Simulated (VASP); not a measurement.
# G0W0 gap of CdS (Hawleyite) against strain

How does the quasiparticle gap of CdS (Hawleyite) follow strain, and does the starting functional get the slope right? The cell is of the zinc-blende type, one of the forms listed for this formula, which need not be the common one. The start is a cell from a database of measured crystal structures.

Calculated with VASP 6.6.1; PBE; plane waves and PAW (Cd_GW, S_GW), in the first sound run; inputs show where later runs differ.

## 1. Starting point

Symmetry: F-43m, No. 216, cubic system. Conventional cell: a = 5.833 Å, b = 5.833 Å, c = 5.833 Å, α = 90.00°, β = 90.00°, γ = 90.00°. Nearest to Cd lie 4 S at 2.53 Å. S has 4 Cd at 2.53 Å nearest. Farther neighbours and most contacts between anions are not listed.

Coordinates:

```
Cd S
1.0
     0.00000    2.91650    2.91650
     2.91650    0.00000    2.91650
     2.91650    2.91650    0.00000
Cd S
1 1
Direct
  0.00000 0.00000 0.00000
  0.75000 0.75000 0.75000
```

## 2. Ground state

The orbitals come from a self-consistent PBE run with a tight EDIFF and a narrow smearing. KPOINTS_OPT adds the bands along a path, which shows whether the mesh holds the band edges.

Input file INCAR:

```
SYSTEM = CdS
PREC = Accurate
ENCUT = 300
EDIFF = 1E-08
NELM = 100
ISMEAR = 0
SIGMA = 0.01
LREAL = .FALSE.
ALGO = Normal
GGA = PE
NBANDS = 15
LORBIT = 11
LWAVE = .TRUE.
LCHARG = .FALSE.
KPAR = 8
```

Input file POSCAR:

```
CdS
1.0
    0.0000000000      2.9165000000      2.9165000000
    2.9165000000      0.0000000000      2.9165000000
    2.9165000000      2.9165000000      0.0000000000
Cd S
1 1
Direct
    0.0000000000      0.0000000000      0.0000000000
    0.7500000000      0.7500000000      0.7500000000
```

Input file KPOINTS:

```
Automatic mesh
0
Gamma
6 6 6
0 0 0
```

Input file KPOINTS_OPT:

```
Line mode
12
Line-mode
Reciprocal
  0.00000000   0.00000000   0.00000000 GAMMA
  0.50000000   0.00000000   0.50000000 X

  0.50000000   0.00000000   0.50000000 X
  0.50000000   0.25000000   0.75000000 W

  0.50000000   0.25000000   0.75000000 W
  0.37500000   0.37500000   0.75000000 K

  0.37500000   0.37500000   0.75000000 K
  0.00000000   0.00000000   0.00000000 GAMMA

  0.00000000   0.00000000   0.00000000 GAMMA
  0.50000000   0.50000000   0.50000000 L

  0.50000000   0.50000000   0.50000000 L
  0.62500000   0.25000000   0.62500000 U

  0.62500000   0.25000000   0.62500000 U
  0.50000000   0.25000000   0.75000000 W

  0.50000000   0.25000000   0.75000000 W
  0.50000000   0.50000000   0.50000000 L

  0.50000000   0.50000000   0.50000000 L
  0.37500000   0.37500000   0.75000000 K

  0.62500000   0.25000000   0.62500000 U
  0.50000000   0.00000000   0.50000000 X
```

The projector-augmented-wave data sets are Cd_GW and S_GW (PBE family, release 64).

The run is started by

```
$ mpirun -np 8 vasp_std
```

The log of the run:

```text
[banner, memory and clock lines left out]
running    8 mpi-ranks, on    1 nodes
 distrk:  each k-point on    1 cores,    8 groups
 distr:  one band on    1 cores,    1 groups

 POSCAR found type information on POSCAR CdS
 POSCAR found :  2 types and       2 ions
|                                                                             |
|           W    W    AA    RRRRR   N    N  II  N    N   GGGG   !!!           |
|           W    W   A  A   R    R  NN   N  II  NN   N  G    G  !!!           |
|           W    W  A    A  R    R  N N  N  II  N N  N  G       !!!           |
|           W WW W  AAAAAA  RRRRR   N  N N  II  N  N N  G  GGG   !            |
|           WW  WW  A    A  R   R   N   NN  II  N   NN  G    G                |
|           W    W  A    A  R    R  N    N  II  N    N   GGGG   !!!           |
|                                                                             |
|     For optimal performance we recommend to set                             |
|       NCORE = 2 up to number-of-cores-per-socket                            |
|     NCORE specifies how many cores store one orbital (NPAR=cpu/NCORE).      |
|     This setting can greatly improve the performance of VASP for DFT.       |
|     The default, NCORE=1 might be grossly inefficient on modern             |
|     multi-core architectures or massively parallel machines. Do your        |
|     Unfortunately you need to use the default for GW and RPA                |
|     calculations (for HF NCORE is supported but not extensively tested      |
|     yet).                                                                   |
|                                                                             |

 LDA part: xc-table for (Slater+PW92), standard interpolation
 POSCAR, INCAR and KPOINTS ok, starting setup
 FFT: planning ... GRIDC
 FFT: planning ... GRID_SOFT
 FFT: planning ... GRID
 WAVECAR not read
 entering main loop
       N       E                     dE             d eps       ncg     rms          rms(c)
DAV:   1     0.670883385121E+02    0.67088E+02   -0.73565E+03   560   0.764E+02
DAV:   2    -0.347430586628E+01   -0.70563E+02   -0.68372E+02   697   0.233E+02
DAV:   3    -0.665092452904E+01   -0.31766E+01   -0.31701E+01   724   0.471E+01
DAV:   4    -0.670928874177E+01   -0.58364E-01   -0.58347E-01   730   0.528E+00
DAV:   5    -0.671435289153E+01   -0.50641E-02   -0.50641E-02   769   0.128E+00    0.727E+00
DAV:   6    -0.617918505128E+01    0.53517E+00   -0.81338E-01   599   0.118E+01    0.566E+00
DAV:   7    -0.615849550335E+01    0.20690E-01   -0.28845E-01   672   0.374E+00    0.231E+00
DAV:   8    -0.615702093075E+01    0.14746E-02   -0.27473E-02   640   0.197E+00    0.345E-01
DAV:   9    -0.615664135992E+01    0.37957E-03   -0.59188E-03   629   0.108E+00    0.711E-02
DAV:  10    -0.615659029079E+01    0.51069E-04   -0.66456E-04   668   0.295E-01    0.624E-02
DAV:  11    -0.615663917521E+01   -0.48884E-04   -0.24732E-04   607   0.142E-01    0.492E-02
DAV:  12    -0.615663918588E+01   -0.10673E-07   -0.33539E-05   781   0.534E-02    0.218E-02
DAV:  13    -0.615663899589E+01    0.18999E-06   -0.10653E-06   677   0.827E-03    0.186E-02
DAV:  14    -0.615663923275E+01   -0.23686E-06   -0.87386E-06   592   0.187E-02    0.146E-02
DAV:  15    -0.615663878714E+01    0.44561E-06   -0.87260E-07   704   0.756E-03    0.493E-03
DAV:  16    -0.615663872937E+01    0.57770E-07   -0.59762E-08   682   0.175E-03    0.388E-03
DAV:  17    -0.615663857984E+01    0.14953E-06   -0.52385E-08   650   0.152E-03    0.783E-04
DAV:  18    -0.615663854595E+01    0.33896E-07   -0.89287E-09   457   0.731E-04    0.156E-04
DAV:  19    -0.615663854455E+01    0.13924E-08   -0.18690E-09   401   0.561E-04
   1 F= -.61566385E+01 E0= -.61566385E+01  d E =-.149122E-18
 Start KPOINTS_OPT (optional k-point list driver)
k-point batch [1-16\120]
       N       E                     dE             ncg
DAV:   1     0.179420089453E+03   -0.49983E+04      560
DAV:   2    -0.907747106527E+03   -0.10872E+04      683
DAV:   3    -0.955248519502E+03   -0.47501E+02      741
DAV:   4    -0.956744386404E+03   -0.14959E+01      750
DAV:   5    -0.956781015060E+03   -0.36629E-01      772
DAV:   6    -0.956781155792E+03   -0.14073E-03      695
DAV:   7    -0.956781159267E+03   -0.34756E-05      749
DAV:   8    -0.956781159359E+03   -0.91619E-07      726
DAV:   9    -0.956781159364E+03   -0.54195E-08      502
[...]
k-point batch [113-120\120]
       N       E                     dE             ncg
DAV:   1     0.379900460801E+04   -0.38947E+04      304
DAV:   2     0.331235093440E+04   -0.48665E+03      352
DAV:   3     0.329066355760E+04   -0.21687E+02      372
DAV:   4     0.329039631404E+04   -0.26724E+00      368
DAV:   5     0.329037788579E+04   -0.18428E-01      370
DAV:   6     0.329037781802E+04   -0.67775E-04      376
DAV:   7     0.329037781536E+04   -0.26599E-05      354
DAV:   8     0.329037781531E+04   -0.54951E-07      400
DAV:   9     0.329037781530E+04   -0.17853E-08      234
 writing wavefunctions
```

Wall time 2.8 s (8 MPI ranks of Intel Xeon 6975P-C (Granite Rapids), shared host); peak memory 1.1 GiB; 19 s of CPU time.

The logs omit lines about the potential files and the build; timing stands in the text.

From OUTCAR (step 2):

```text
ion  position               nearest neighbor table
   1  0.000  0.000  0.000-   2 2.53   2 2.53   2 2.53   2 2.53
   2  0.750  0.750  0.750-   1 2.53   1 2.53   1 2.53   1 2.53

  LATTYP: Found a face centered cubic cell.
 ALAT       =     5.8330000000

 Subroutine GETGRP returns: Found 24 space group operations
 (whereof 24 operations were pure point group operations)

The static configuration has the point symmetry T_d .

 Found     16 irreducible k-points:

   k-points           NKPTS =     16   k-points in BZ     NKDIM =     16   number of bands    NBANDS=     15

   dimension x,y,z NGX =    24 NGY =   24 NGZ =   24
   dimension x,y,z NGXF=    48 NGYF=   48 NGZF=   48

   ENCUT  =  300.0 eV  22.05 Ry    4.70 a.u.   5.82  5.82  5.82*2*pi/ulx,y,z

   NELECT =      18.0000    total number of electrons

 k-points in reciprocal lattice and weights: Automatic mesh
   0.00000000  0.00000000  0.00000000       0.005
   0.16666667  0.00000000  0.00000000       0.037
   0.33333333  0.00000000  0.00000000       0.037
   0.50000000  0.00000000  0.00000000       0.019
   0.16666667  0.16666667  0.00000000       0.028
   0.33333333  0.16666667  0.00000000       0.111
   0.50000000  0.16666667  0.00000000       0.111
  -0.33333333  0.16666667  0.00000000       0.111
  -0.16666667  0.16666667  0.00000000       0.056
[...]
-0.33333333  0.33333333  0.16666667       0.111
  -0.33333333  0.50000000  0.16666667       0.056

 average (electrostatic) potential at core
       1 -68.5813       2 -91.1218

 E-fermi :   2.7151

 k-point     1 :       0.0000    0.0000    0.0000
  band No.  band energies     occupation
    ...
      5      -4.5718      2.00000
      6      -4.5718      2.00000
      7       2.6569      2.00000
      8       2.6569      2.00000
      9       2.6569      2.00000
     10       3.7921      0.00000
     11       9.1888      0.00000
     12       9.1888      0.00000
     13       9.1888      0.00000
     14      14.0797      0.00000
    ...

 k-point     2 :       0.1667    0.0000    0.0000
  band No.  band energies     occupation
    ...
      5      -4.5725      2.00000
      6      -4.5725      2.00000
      7       1.1483      2.00000
      8       2.4516      2.00000
      9       2.4517      2.00000
     10       4.9554      0.00000
     11       8.8439      0.00000
     12       9.5029      0.00000
     13       9.5029      0.00000
     14      13.3032      0.00000
    ...

 k-point     3 :       0.3333    0.0000    0.0000
  band No.  band energies     occupation
    ...
      5      -4.5551      2.00000
      6      -4.5551      2.00000
      7      -0.7475      2.00000
      8       2.0783      2.00000
      9       2.0783      2.00000
     10       5.6255      0.00000
     11       9.3649      0.00000
     12       9.7313      0.00000
     13       9.7313      0.00000
     14      13.6413      0.00000
    ...

  Total        0.7941726      0.7941726      0.7941726      0.0000000      0.0000000     -0.0000000
  in kB       25.6454032     25.6454032     25.6454032      0.0000000      0.0000000     -0.0000000
  external PRESSURE =      25.6454032 kB  Pullay stress =       0.0000000 kB

  energy-cutoff  :      300.00
  volume of cell :       49.62
      direct lattice vectors                 reciprocal lattice vectors
     0.000000000  2.916500000  2.916500000    -0.171438368  0.171438368  0.171438368
     2.916500000  0.000000000  2.916500000     0.171438368 -0.171438368  0.171438368
     2.916500000  2.916500000  0.000000000     0.171438368  0.171438368 -0.171438368

 POSITION                                       TOTAL-FORCE (eV/Angst)
 -----------------------------------------------------------------------------------
      0.00000      0.00000      0.00000        -0.000000     -0.000000     -0.000000
      4.37475      4.37475      4.37475         0.000000      0.000000      0.000000
 -----------------------------------------------------------------------------------
    total drift:                               -0.000002     -0.000002     -0.000002

  FREE ENERGIE OF THE ION-ELECTRON SYSTEM (eV)
  ---------------------------------------------------
  free  energy   TOTEN  =        -6.1566385446 eV

  energy  without entropy=       -6.1566385446  energy(sigma->0) =       -6.15663854

 total charge
# of ion       s       p       d       f       tot
--------------------------------------------------
    1        0.495   0.425   9.704   0.024  10.648
    2        1.316   2.375   0.025   0.000   3.716
--------------------------------------------------
tot          1.811   2.800   9.728   0.024  14.364

[... 3 further parts left out ...]
```

This step gave:

```
free energy (TOTEN)               : -6.157 eV
Fermi energy                      : 2.715 eV
pressure                          : 2.565 GPa
least gap on mesh and path        : 1.135 eV
least direct gap on mesh and path : 1.135 eV
```

The highest empty bands on the path are converged less tightly, to about 0.1 eV. Electronic bands along the path, in eV, zero at the valence-band top; v1 is the highest filled band, c1 the lowest empty one:

```
          point     v4     v3     v2     v1    c1    c2    c3     c4
              Γ  -7.23   0.00   0.00   0.00  1.14  6.53  6.53   6.53
0.55 of the way  -7.18  -2.54  -1.15  -1.15  3.73  4.68  8.32   8.37
              X  -6.78  -3.95  -1.88  -1.88  3.56  4.35  9.19  10.76
0.45 of the way  -6.70  -3.93  -2.05  -2.01  4.15  4.75  8.74   9.15
              W  -6.60  -3.90  -2.27  -2.19  5.41  5.43  7.22   8.04
0.45 of the way  -6.62  -3.92  -2.44  -1.85  4.82  5.45  7.70   8.41
              K  -6.65  -3.94  -2.53  -1.53  4.24  5.44  8.48   9.01
0.45 of the way  -7.14  -2.99  -1.56  -0.51  3.81  6.19  6.62   7.37
              Γ  -7.23   0.00   0.00   0.00  1.14  6.53  6.53   6.53
0.55 of the way  -7.22  -2.75  -0.45  -0.45  2.85  6.36  7.06   7.06
              L  -6.85  -4.40  -0.75  -0.75  3.01  7.00  7.00   7.45
0.45 of the way  -6.77  -4.21  -1.64  -1.01  3.94  6.03  7.60   7.69
              U  -6.65  -3.94  -2.53  -1.53  4.24  5.44  8.48   9.01
0.55 of the way  -6.62  -3.92  -2.44  -1.85  4.82  5.45  7.70   8.41
              W  -6.60  -3.90  -2.27  -2.19  5.41  5.43  7.22   8.04
0.55 of the way  -6.75  -4.16  -1.80  -1.14  4.20  5.90  7.25   8.18
              L  -6.85  -4.40  -0.75  -0.75  3.01  7.00  7.00   7.45
0.45 of the way  -6.77  -4.21  -1.64  -1.01  3.94  6.03  7.60   7.69
              K  -6.65  -3.94  -2.53  -1.53  4.24  5.44  8.48   9.01
      jump to U  -6.65  -3.94  -2.53  -1.53  4.24  5.44  8.48   9.01
0.45 of the way  -6.72  -3.94  -2.19  -1.77  3.89  4.71  8.89   9.91
              X  -6.78  -3.95  -1.88  -1.88  3.56  4.35  9.19  10.76
```

Of the projections kept (Cd, S), the largest for each band there, as a share of the weight inside these atoms' spheres; weight between the spheres isn't counted:

```
point       v4       v3      v2      v1       c1       c2       c3       c4
    Γ  Cd 1.00   S 0.76  S 0.76  S 0.76  Cd 0.57  Cd 0.74  Cd 0.74  Cd 0.74
    X  Cd 0.93  Cd 0.57  S 0.74  S 0.74  Cd 0.69  Cd 0.68   S 0.74  Cd 0.55
    W  Cd 0.92  Cd 0.52  S 0.73  S 0.67  Cd 0.53   S 0.58  Cd 0.66   S 0.59
    K  Cd 0.93  Cd 0.52  S 0.68  S 0.74  Cd 0.68   S 0.52   S 0.71  Cd 0.52
    Γ  Cd 1.00   S 0.76  S 0.76  S 0.76  Cd 0.57  Cd 0.74  Cd 0.74  Cd 0.74
    L  Cd 0.95   S 0.55  S 0.75  S 0.75  Cd 0.67  Cd 0.67  Cd 0.67   S 0.74
```

The cell has a gap of 1.14 eV on mesh and path and a pressure of +2.6 GPa, which holds the misfit of the given cell and coordinates with this functional, and any error of cutoff, mesh and data sets. Spin-orbit coupling is left out, which can shift or reorder these edges.

## 3. Empty bands

ALGO = Exact makes the empty bands from the converged ground state in one step. LOPTICS writes the k-derivatives of the orbitals (WAVEDER), which give the long-wavelength limit of the screening.

Input file INCAR:

```
SYSTEM = CdS
PREC = Accurate
ENCUT = 300
ISMEAR = 0
SIGMA = 0.01
LREAL = .FALSE.
GGA = PE
NBANDS = 208
ALGO = Exact
NELM = 1
LWAVE = .TRUE.
LCHARG = .FALSE.
LOPTICS = .TRUE.
NEDOS = 1000
CSHIFT = 0.1
```

POSCAR is that of step 2.

KPOINTS is that of step 2.

The run is started by

```
$ mpirun -np 8 vasp_std
```

The log of the run:

```text
[banner, memory and clock lines left out]
running    8 mpi-ranks, on    1 nodes
 distrk:  each k-point on    8 cores,    1 groups
 distr:  one band on    1 cores,    8 groups

 POSCAR found type information on POSCAR CdS
 POSCAR found :  2 types and       2 ions
 [... a notice as in an earlier step ...]

 LDA part: xc-table for (Slater+PW92), standard interpolation
 found WAVECAR, reading the header
  number of bands has changed, file:    15 present:   208
  trying to continue reading WAVECAR, but it might fail
 POSCAR, INCAR and KPOINTS ok, starting setup
 FFT: planning ... GRIDC
 FFT: planning ... GRID_SOFT
 FFT: planning ... GRID
 reading WAVECAR
 random initialization beyond band           15
 the WAVECAR file was read successfully
 initial charge from wavefunction
 entering main loop
       N       E                     dE             d eps       ncg     rms          rms(c)
DIA:   1    -0.615663853638E+01   -0.61566E+01    0.00000E+00     0   0.000E+00
   1 F= -.61566385E+01 E0= -.61566385E+01  d E =-.630807E-48
 writing wavefunctions
 optical routines
 imaginary and real dielectric function
 recalculating local potential from charge density
 direction            1
 direction            2
 direction            3
```

Wall time 2.4 s (8 MPI ranks); peak memory 1.1 GiB; 14 s of CPU time.

From OUTCAR (step 3):

```text
The static configuration has the point symmetry T_d .

 Found     16 irreducible k-points:

   k-points           NKPTS =     16   k-points in BZ     NKDIM =     16   number of bands    NBANDS=    208

   NELECT =      18.0000    total number of electrons

 E-fermi :   2.7576

 k-point     1 :       0.0000    0.0000    0.0000
  band No.  band energies     occupation
    ...
      5      -4.5718      2.00000
      6      -4.5718      2.00000
      7       2.6569      2.00000
      8       2.6569      2.00000
      9       2.6569      2.00000
     10       3.7921      0.00000
     11       9.1887      0.00000
     12       9.1887      0.00000
     13       9.1888      0.00000
     14      14.0797      0.00000
    ...

 k-point     2 :       0.1667    0.0000    0.0000
  band No.  band energies     occupation
    ...
      5      -4.5725      2.00000
      6      -4.5725      2.00000
      7       1.1482      2.00000
      8       2.4516      2.00000
      9       2.4516      2.00000
     10       4.9554      0.00000
     11       8.8439      0.00000
     12       9.5029      0.00000
     13       9.5029      0.00000
     14      13.3032      0.00000
    ...

  Total        0.7944211      0.7944211      0.7944211      0.0000000      0.0000000      0.0000000
  in kB       25.6534282     25.6534282     25.6534282      0.0000000      0.0000000      0.0000000
  external PRESSURE =      25.6534282 kB  Pullay stress =       0.0000000 kB

  FREE ENERGIE OF THE ION-ELECTRON SYSTEM (eV)
  ---------------------------------------------------
  free  energy   TOTEN  =        -6.1566385364 eV

  energy  without entropy=       -6.1566385364  energy(sigma->0) =       -6.15663854

 plasma frequency squared (from intraband transitions) (eV^2)
  --------------------------------------------------------------------------------------
       0.000      -0.000       0.000
      -0.000       0.000      -0.000
       0.000      -0.000       0.000

[... 9 parts as in an earlier step ...]

[... 4 further parts left out ...]
```

The gap is read on the k-mesh alone, so it is an upper bound where the band edges lie off the mesh, and a coarse mesh can show a gap where there is none.

Numbers from this step:

| Quantity | Value |
| --- | --- |
| gap on the k-mesh | 1.135 eV |
| least direct gap on the k-mesh | 1.135 eV |

WAVECAR now holds 208 bands for 18 electrons. Its independent-particle dielectric tensor has xx, yy, zz = 7.7, 7.7, 7.7 on this mesh. It isn't tested for convergence in mesh or bands and lacks local fields, and at a small direct gap a coarse mesh makes it too large, which overscreens the GW step.

(Part 1 of 4 ends here.)

[Lines on the potential files, build, host, timing and source positions are cut from VASP's logs without a mark.]

[Logs are printed without paths, hosts, clocks, repeated set-up lines and the standing remarks that a program may print on its own settings, such as how far it seeks lower states.]

[Hosts, paths, dates, database ids (printed as entryN), source tags and the programs' standing remarks are cut or masked in the printed files.]

[Pressures printed for these runs are not shown converged in the cutoff: they can be off by several GPa and have the wrong sign.]

[In band tables of VASP the shares of atoms and orbitals are scaled to a sum of 1 inside the atoms' spheres.]
